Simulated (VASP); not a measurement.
Given:

```yaml
crystal:
  lattice:
    - [-2.51000, 2.51000, 2.51000]
    - [2.51000, -2.51000, 2.51000]
    - [2.51000, 2.51000, -2.51000]
  atoms:
    - { symbol: Ba, position: [0.00000, 0.00000, 0.00000] }
```

The numbers are results of PBE GGA, VASP's PBE PAW potentials (set 64) (plane waves; VASP), not measurements. Settings: 300 eV cut-off, 8×8×8 Γ-centred mesh, Fermi-Dirac smearing of 0.14 eV, potentials Ba_sv.

Give the energies of bands 5 to 8 at the high-symmetry points, in eV from the Fermi level.

| band | Γ | H | N | P |
|---|---|---|---|---|
| 5 | -2.77 | -0.56 | -0.91 | 0.50 |
| 6 | 1.81 | -0.56 | 0.67 | 0.50 |
| 7 | 1.81 | 4.32 | 1.22 | 0.50 |
| 8 | 1.81 | 4.32 | 3.17 | 3.76 |

It has no gap at this level: it comes out as a metal or semimetal.

The structure is a typed Ba crystal. The cell was not relaxed at this level.
